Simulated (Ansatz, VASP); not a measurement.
# TlPb (Pb-Tl stack, (111) layers): VASP beside Ansatz, part 2 of 2

Aim: how closely do two programs agree when they are given the same cell, functional and k mesh? The cell is taken from a series of runs on this material, whose earlier steps may have relaxed, scaled, displaced or heated it; both programs get it as it stands.

VASP 6.6.1 and Ansatz 0.2.0.

So far: The structure; Ansatz: zone-centre phonons, PBEsol.

**3. VASP: zone-centre phonons, PBEsol**

Level of this step: PBEsol; plane waves and PAW (Pb_d, Tl_d) (VASP).

The same cell, functional, mesh and smearing now go to VASP, with its own data sets.

Lines of VASP's logs that name or quote its potential files are left out, and so is its time.

Input file INCAR:

```
SYSTEM = TlPb
PREC = Accurate
ENCUT = 500
EDIFF = 1E-08
NELM = 120
ISMEAR = 1
SIGMA = 0.2
LREAL = .FALSE.
ALGO = Normal
GGA = PS
NBANDS = 19
LORBIT = 11
LWAVE = .FALSE.
LCHARG = .FALSE.
ISIF = 2
IBRION = 8
LASPH = .TRUE.
GGA_COMPAT = .FALSE.
NELMDL = -8
KPAR = 2
```

Input file POSCAR:

```
TlPb
1.0
    3.3316183338      0.0000000000      0.0000000000
   -1.6658091669      2.8852661127      0.0000000000
    0.0000000000      0.0000000000     29.4106762720
Pb Tl
1 1
Direct
    0.0000000000      0.0000000000      0.1858634493
    0.3333333333      0.6666666667      0.2835354817
```

Input file KPOINTS:

```
Automatic mesh
0
Gamma
6 6 1
0 0 0
```

The projector-augmented-wave data sets are Pb_d and Tl_d (PBE family, release 64).

Command:

```
$ mpirun -np 2 vasp_std
```

Numbers of over 12 decimals in the logs are rounded to 6 here.

The program printed:

```text
[banner, memory and clock lines left out]
running    2 mpi-ranks, on    1 nodes
 distrk:  each k-point on    1 cores,    2 groups
 distr:  one band on    1 cores,    1 groups

 POSCAR found type information on POSCAR PbTl
 POSCAR found :  2 types and       2 ions
|                                                                             |
|               ----> ADVICE to this user running VASP <----                  |
|                                                                             |
|     You enforced a specific xc type in the INCAR file but a different       |
|     [... a line on the potential file left out ...]
|     I HOPE YOU KNOW WHAT YOU ARE DOING!                                     |
|                                                                             |

 LDA part: xc-table for (Slater+PW92), standard interpolation
 POSCAR, INCAR and KPOINTS ok, starting setup
 FFT: planning ... GRIDC
 FFT: planning ... GRID_SOFT
 FFT: planning ... GRID
 WAVECAR not read
 entering main loop
       N       E                     dE             d eps       ncg     rms          rms(c)
DAV:   1     0.212318919537E+03    0.21232E+03   -0.10874E+04   290   0.103E+03
DAV:   2     0.571967464633E+01   -0.20660E+03   -0.19986E+03   307   0.296E+02
DAV:   3    -0.599803573540E+01   -0.11718E+02   -0.11699E+02   331   0.886E+01
DAV:   4    -0.627904206462E+01   -0.28101E+00   -0.28091E+00   300   0.176E+01
DAV:   5    -0.628918163245E+01   -0.10140E-01   -0.10139E-01   352   0.306E+00
DAV:   6    -0.628962888833E+01   -0.44726E-03   -0.44726E-03   336   0.687E-01
DAV:   7    -0.628966055171E+01   -0.31663E-04   -0.31663E-04   395   0.141E-01
DAV:   8    -0.628966075583E+01   -0.20412E-06   -0.20424E-06   338   0.106E-02    0.229E+00
DAV:   9    -0.621065624772E+01    0.79005E-01   -0.16380E-01   292   0.305E+00    0.141E+00
DAV:  10    -0.618615169679E+01    0.24505E-01   -0.11418E-01   287   0.217E+00    0.550E-01
DAV:  11    -0.617987476462E+01    0.62769E-02   -0.32090E-02   295   0.674E-01    0.177E-01
DAV:  12    -0.617887349123E+01    0.10013E-02   -0.67419E-03   300   0.547E-01    0.650E-02
DAV:  13    -0.617884825105E+01    0.25240E-04   -0.14817E-03   305   0.159E-01    0.423E-02
DAV:  14    -0.617872425376E+01    0.12400E-03   -0.73553E-04   298   0.958E-02    0.218E-02
[...]
DAV:  22    -0.617992896840E+01   -0.89566E-05   -0.28685E-07   218   0.141E-03    0.205E-04
DAV:  23    -0.617993319311E+01   -0.42247E-05   -0.12511E-07   225   0.632E-04    0.116E-04
DAV:  24    -0.617993494297E+01   -0.17499E-05   -0.51525E-08   225   0.602E-04    0.739E-05
DAV:  25    -0.617993518060E+01   -0.23764E-06   -0.22969E-09   231   0.391E-04    0.303E-05
DAV:  26    -0.617993525688E+01   -0.76272E-07   -0.15989E-10   218   0.134E-04    0.110E-05
DAV:  27    -0.617993530780E+01   -0.50924E-07   -0.15819E-10   203   0.801E-05    0.615E-06
DAV:  28    -0.617993531923E+01   -0.11431E-07    0.34081E-10   206   0.541E-05    0.387E-06
DAV:  29    -0.617993532319E+01   -0.39627E-08    0.40900E-10   207   0.307E-05
   1 F= -.61799353E+01 E0= -.61745074E+01  d E =-.162838E-01
 Linear response reoptimize wavefunctions to high precision
DAV:   1    -0.617993532484E+01   -0.16421E-08    0.43371E-10   231   0.195E-05
DAV:   2    -0.617993532479E+01    0.45475E-10    0.42870E-10   185   0.935E-06
 Linear response DOF=           4
 Linear response progress:
  Degree of freedom:   1/  4
       N       E                     dE             d eps       ncg     rms          rms(c)
RMM:   1    -0.315771115340E+00   -0.31577E+00   -0.20811E-01  1257   0.399E+00
RMM:   2    -0.317882476143E+00   -0.21114E-02   -0.10731E-02  1212   0.740E-01    0.209E-02
RMM:   3    -0.317884006935E+00   -0.15308E-05   -0.12932E-03  1295   0.230E-01    0.127E-02
RMM:   4    -0.317705573153E+00    0.17843E-03   -0.11014E-04  1274   0.746E-02    0.429E-03
RMM:   5    -0.317690454941E+00    0.15118E-04   -0.15096E-05  1330   0.264E-02    0.261E-03
RMM:   6    -0.317663829679E+00    0.26625E-04   -0.27976E-06  1309   0.117E-02    0.346E-04
RMM:   7    -0.317661550150E+00    0.22795E-05   -0.28302E-07  1330   0.364E-03    0.123E-04
RMM:   8    -0.317660031859E+00    0.15183E-05   -0.65108E-08  1364   0.158E-03    0.536E-05
RMM:   9    -0.317659674565E+00    0.35729E-06   -0.27050E-08  1346   0.706E-04    0.392E-05
RMM:  10    -0.317659195258E+00    0.47931E-06   -0.54445E-09  1353   0.380E-04    0.194E-05
RMM:  11    -0.317659456373E+00   -0.26112E-06   -0.12424E-09  1394   0.195E-04    0.679E-06
RMM:  12    -0.317659480000E+00   -0.23627E-07   -0.40498E-09  1242   0.103E-04    0.640E-06
RMM:  13    -0.317659518374E+00   -0.38374E-07   -0.24362E-09  1282   0.566E-05    0.230E-06
RMM:  14    -0.317659570975E+00   -0.52601E-07   -0.14055E-09  1232   0.335E-05    0.894E-07
RMM:  15    -0.317659582155E+00   -0.11180E-07   -0.15842E-08  1085   0.196E-05    0.924E-07
RMM:  16    -0.317659583898E+00   -0.17428E-08   -0.49982E-09   947   0.131E-05    0.445E-07
 first order change of Fermi-energy   0.11612E-03
 force on displaced ion       1 direction 1 :  -0.116   0.001   0.000
 Linear response progress:
  Degree of freedom:   2/  4
       N       E                     dE             d eps       ncg     rms          rms(c)
RMM:   1    -0.390318073100E+00   -0.39032E+00   -0.16131E-01   440   0.427E+00
RMM:   2    -0.392872421278E+00   -0.25543E-02   -0.70331E-03   428   0.671E-01    0.442E-02
RMM:   3    -0.393111509504E+00   -0.23909E-03   -0.10290E-03   467   0.205E-01    0.247E-02
RMM:   4    -0.393040557623E+00    0.70952E-04   -0.10754E-04   461   0.813E-02    0.161E-02
RMM:   5    -0.393005776185E+00    0.34781E-04   -0.18238E-05   457   0.332E-02    0.391E-03
RMM:   6    -0.392997338860E+00    0.84373E-05   -0.37368E-06   458   0.134E-02    0.118E-03
RMM:   7    -0.393000650064E+00   -0.33112E-05   -0.86133E-07   449   0.674E-03    0.575E-04
RMM:   8    -0.393000911735E+00   -0.26167E-06   -0.15660E-07   454   0.238E-03    0.275E-04
RMM:   9    -0.393002169129E+00   -0.12574E-05   -0.66424E-08   441   0.134E-03    0.158E-04
RMM:  10    -0.393004630164E+00   -0.24610E-05   -0.71057E-08   476   0.817E-04    0.145E-04
RMM:  11    -0.393006823819E+00   -0.21937E-05   -0.37113E-08   459   0.469E-04    0.522E-05
RMM:  12    -0.393007236738E+00   -0.41292E-06   -0.12110E-08   466   0.308E-04    0.407E-05
RMM:  13    -0.393007121321E+00    0.11542E-06   -0.14599E-08   485   0.251E-04    0.263E-05
RMM:  14    -0.393007060590E+00    0.60730E-07   -0.14417E-09   467   0.121E-04    0.134E-05
RMM:  15    -0.393006977119E+00    0.83471E-07   -0.18325E-09   495   0.849E-05    0.795E-06
RMM:  16    -0.393007031170E+00   -0.54051E-07   -0.20175E-09   494   0.582E-05    0.552E-06
RMM:  17    -0.393007094366E+00   -0.63195E-07   -0.20954E-09   477   0.451E-05    0.246E-06
RMM:  18    -0.393007123049E+00   -0.28683E-07   -0.10289E-09   460   0.296E-05    0.168E-06
RMM:  19    -0.393007112535E+00    0.10513E-07    0.11539E-09   454   0.232E-05    0.779E-07
RMM:  20    -0.393007106498E+00    0.60375E-08   -0.17066E-09   440   0.160E-05    0.293E-07
 first order change of Fermi-energy  -0.29801E+00
 force on displaced ion       1 direction 3 :   0.000  -0.000  -1.963
 Linear response progress:
  Degree of freedom:   3/  4
       N       E                     dE             d eps       ncg     rms          rms(c)
RMM:   1    -0.322879531226E+00   -0.32288E+00   -0.23130E-01  1232   0.301E+00
RMM:   2    -0.324084053716E+00   -0.12045E-02   -0.32463E-03  1165   0.552E-01    0.313E-02
RMM:   3    -0.323837177157E+00    0.24688E-03   -0.91120E-04  1265   0.252E-01    0.136E-02
RMM:   4    -0.323776347035E+00    0.60830E-04   -0.61364E-05  1233   0.686E-02    0.828E-03
RMM:   5    -0.323709036023E+00    0.67311E-04   -0.22644E-05  1349   0.354E-02    0.172E-03
RMM:   6    -0.323728358387E+00   -0.19322E-04   -0.27870E-06  1317   0.124E-02    0.117E-03
RMM:   7    -0.323727626966E+00    0.73142E-06   -0.45292E-07  1340   0.455E-03    0.798E-04
RMM:   8    -0.323716916600E+00    0.10710E-04   -0.19991E-07  1359   0.265E-03    0.426E-04
RMM:   9    -0.323716059125E+00    0.85747E-06   -0.58674E-09  1391   0.760E-04    0.152E-04
RMM:  10    -0.323717097599E+00   -0.10385E-05   -0.17887E-08  1396   0.373E-04    0.370E-05
RMM:  11    -0.323717152384E+00   -0.54785E-07    0.24737E-09  1442   0.159E-04    0.154E-05
RMM:  12    -0.323717195804E+00   -0.43420E-07    0.89006E-09  1417   0.772E-05    0.135E-05
RMM:  13    -0.323717138012E+00    0.57792E-07    0.18128E-09  1288   0.470E-05    0.601E-06
RMM:  14    -0.323717124937E+00    0.13075E-07   -0.11277E-09  1195   0.176E-05    0.121E-06
RMM:  15    -0.323717128436E+00   -0.34990E-08   -0.57045E-11  1051   0.969E-06    0.131E-06
 first order change of Fermi-energy   0.41462E-04
 force on displaced ion       2 direction 1 :  -0.107   0.001  -0.000
 Linear response progress:
  Degree of freedom:   4/  4
       N       E                     dE             d eps       ncg     rms          rms(c)
RMM:   1    -0.389938120926E+00   -0.38994E+00   -0.22588E-01   437   0.316E+00
RMM:   2    -0.390397676464E+00   -0.45956E-03   -0.58246E-03   426   0.747E-01    0.658E-02
RMM:   3    -0.390483353919E+00   -0.85677E-04   -0.20415E-03   459   0.372E-01    0.236E-02
RMM:   4    -0.390588797908E+00   -0.10544E-03   -0.12417E-04   429   0.915E-02    0.155E-02
RMM:   5    -0.390634712699E+00   -0.45915E-04   -0.24879E-05   457   0.454E-02    0.755E-03
RMM:   6    -0.390667321549E+00   -0.32609E-04   -0.69708E-06   458   0.226E-02    0.124E-03
RMM:   7    -0.390670711219E+00   -0.33897E-05   -0.10528E-06   473   0.755E-03    0.963E-04
RMM:   8    -0.390672560084E+00   -0.18489E-05   -0.18326E-07   462   0.300E-03    0.516E-04
RMM:   9    -0.390674861714E+00   -0.23016E-05   -0.48979E-08   456   0.121E-03    0.211E-04
RMM:  10    -0.390678731602E+00   -0.38699E-05   -0.65086E-08   460   0.733E-04    0.236E-04
RMM:  11    -0.390681552585E+00   -0.28210E-05   -0.55709E-08   475   0.528E-04    0.108E-04
RMM:  12    -0.390681903117E+00   -0.35053E-06   -0.14366E-08   492   0.273E-04    0.559E-05
RMM:  13    -0.390681950895E+00   -0.47778E-07   -0.35152E-09   488   0.160E-04    0.370E-05
RMM:  14    -0.390682060902E+00   -0.11001E-06   -0.86556E-09   502   0.159E-04    0.252E-05
RMM:  15    -0.390682028478E+00    0.32423E-07   -0.10932E-09   492   0.754E-05    0.127E-05
RMM:  16    -0.390681995444E+00    0.33034E-07   -0.52959E-10   486   0.633E-05    0.514E-06
RMM:  17    -0.390681951772E+00    0.43672E-07   -0.21524E-10   493   0.391E-05    0.490E-06
RMM:  18    -0.390681961268E+00   -0.94956E-08   -0.12470E-10   479   0.276E-05    0.182E-06
 first order change of Fermi-energy   0.29840E+00
 force on displaced ion       2 direction 3 :   0.000  -0.000  -1.972
 Linear response finished
```

From OUTCAR (step 3):

```text
ion  position               nearest neighbor table
   1  0.000  0.000  0.186-   2 3.46   2 3.46   2 3.46
   2  0.333  0.667  0.284-   1 3.46   1 3.46   1 3.46

  LATTYP: Found a hexagonal cell.
 ALAT       =     3.3316183338
 C/A-ratio  =     8.8277447550

 Subroutine GETGRP returns: Found  6 space group operations
 (whereof  6 operations were pure point group operations)

The static configuration has the point symmetry C_3v.

 Found      7 irreducible k-points:

   k-points           NKPTS =      7   k-points in BZ     NKDIM =      7   number of bands    NBANDS=     19

   dimension x,y,z NGX =    24 NGY =   24 NGZ =  216
   dimension x,y,z NGXF=    48 NGYF=   48 NGZF=  432

   ENCUT  =  500.0 eV  36.75 Ry    6.06 a.u.   6.07  6.07 53.62*2*pi/ulx,y,z

   NELECT =      27.0000    total number of electrons

 k-points in reciprocal lattice and weights: Automatic mesh
   0.00000000  0.00000000  0.00000000       0.028
   0.16666667 -0.00000000  0.00000000       0.167
   0.33333333 -0.00000000  0.00000000       0.167
   0.50000000 -0.00000000  0.00000000       0.083
   0.16666667  0.16666667  0.00000000       0.167
   0.33333333  0.16666667  0.00000000       0.333
   0.33333333  0.33333333  0.00000000       0.056

 average (electrostatic) potential at core
       1 -98.8713       2 -90.9390

  Total        0.1443612      0.1443612      0.1043984     -0.0000000     -0.0000000      0.0000000
  in kB        0.8181163      0.8181163      0.5916413     -0.0000000     -0.0000000      0.0000000
  external PRESSURE =       0.7426246 kB  Pullay stress =       0.0000000 kB

  energy-cutoff  :      500.00
  volume of cell :      282.71
      direct lattice vectors                 reciprocal lattice vectors
     3.331618334  0.000000000  0.000000000     0.300154429  0.173294241  0.000000000
    -1.665809167  2.885266113  0.000000000     0.000000000  0.346588481  0.000000000
     0.000000000  0.000000000 29.410676272     0.000000000  0.000000000  0.034001258

 POSITION                                       TOTAL-FORCE (eV/Angst)
 -----------------------------------------------------------------------------------
      0.00000      0.00000      5.46637         0.000000      0.000000     -0.046622
     -0.00000      1.92351      8.33897        -0.000000     -0.000000      0.046622
 -----------------------------------------------------------------------------------
    total drift:                                0.000000      0.000000      0.000354

 Eigenvectors and eigenvalues of the dynamical matrix
 ----------------------------------------------------

   1 f  =    2.161983 THz    13.584139 2PiTHz   72.115988 cm-1     8.941239 meV
             X         Y         Z           dx          dy          dz
      0.000000  0.000000  5.466370     0.000000    0.000000   -0.703904
     -0.000000  1.923511  8.338970     0.000000    0.000000    0.710295

   2 f  =    0.515160 THz     3.236847 2PiTHz   17.183897 cm-1     2.130531 meV
             X         Y         Z           dx          dy          dz
      0.000000  0.000000  5.466370     0.719395    0.000001    0.000000
     -0.000000  1.923511  8.338970    -0.694601   -0.000001    0.000000

   3 f  =    0.515160 THz     3.236847 2PiTHz   17.183897 cm-1     2.130531 meV
             X         Y         Z           dx          dy          dz
      0.000000  0.000000  5.466370     0.000001   -0.719395    0.000000
     -0.000000  1.923511  8.338970    -0.000001    0.694601    0.000000

   4 f/i=    0.002363 THz     0.014849 2PiTHz    0.078831 cm-1     0.009774 meV
             X         Y         Z           dx          dy          dz
      0.000000  0.000000  5.466370     0.000000    0.000000    0.710295
     -0.000000  1.923511  8.338970     0.000000    0.000000    0.703904

   5 f/i=    0.010799 THz     0.067850 2PiTHz    0.360203 cm-1     0.044659 meV
             X         Y         Z           dx          dy          dz
      0.000000  0.000000  5.466370    -0.001346    0.694600    0.000000
     -0.000000  1.923511  8.338970    -0.001394    0.719394    0.000000

   6 f/i=    0.010799 THz     0.067850 2PiTHz    0.360203 cm-1     0.044659 meV
             X         Y         Z           dx          dy          dz
      0.000000  0.000000  5.466370     0.694600    0.001346    0.000000
     -0.000000  1.923511  8.338970     0.719394    0.001394    0.000000

 ELASTIC MODULI CONTR FROM IONIC RELAXATION (kBar)
 Direction    XX          YY          ZZ          XY          YZ          ZX
 --------------------------------------------------------------------------------
 XX         -41.3290     32.9986    -19.4557     -0.0000     11.8299      0.0000
 YY          32.9986    -41.3290    -19.4557      0.0000    -11.8299     -0.0000
 ZZ         -19.4557    -19.4557    -90.8779     -0.0000      0.0000      0.0000
 XY          -0.0000      0.0000     -0.0000    -37.1638      0.0000     10.2460
 YZ          11.8299    -11.8299      0.0000      0.0000     -3.7657     -0.0000
 ZX           0.0000     -0.0000      0.0000     10.2460     -0.0000     -2.8248
 --------------------------------------------------------------------------------
```

**4. Differences**

Known differences besides the potentials themselves: Ansatz cuts the interaction across the vacuum, VASP repeats the sheet without a dipole correction; VASP's run holds the zone centre alone; the cutoff is 420 eV in Ansatz and 500 eV in VASP; Ansatz makes its cores anew for this functional, VASP keeps those of its PBE data sets. Total energies have different zeros and are not compared.

The two programs side by side:

```tsv
quantity	Ansatz	VASP	difference
optical mode 1 to 2 (cm⁻¹)	16.0	17.2	-1.1
optical mode 3 (cm⁻¹)	72.0	72.1	-0.12 %
```

Modes are paired by rising frequency, not by their patterns, so a pair may set unlike modes beside each other; they are those without the splitting of longitudinal modes. Where the cell holds vacuum, a pressure given here is an average over it and none of the material.

**5. Summary of results**

```yaml
r_m_s_difference_of_the_optical_zone_centre_modes_each_program_s_sorted_by_frequency_zone_centre_phonons_pbesol: 0.94 cm⁻¹
```

In words: The r.m.s. difference of the optical zone-centre modes, each program's sorted by frequency is 0.94 cm⁻¹ (zone-centre phonons, PBEsol). Such differences can come from data sets, numerical settings and the points named under the comparisons, not from the functional's error against experiment.

[Lines on the potential files, build, host, timing and source positions are cut from VASP's logs without a mark.]

[Logs are printed without paths, hosts, clocks, repeated set-up lines and the standing remarks that a program may print on its own settings, such as how far it seeks lower states.]

[Hosts, paths, dates, database ids (printed as entryN), source tags and the programs' standing remarks are cut or masked in the printed files.]
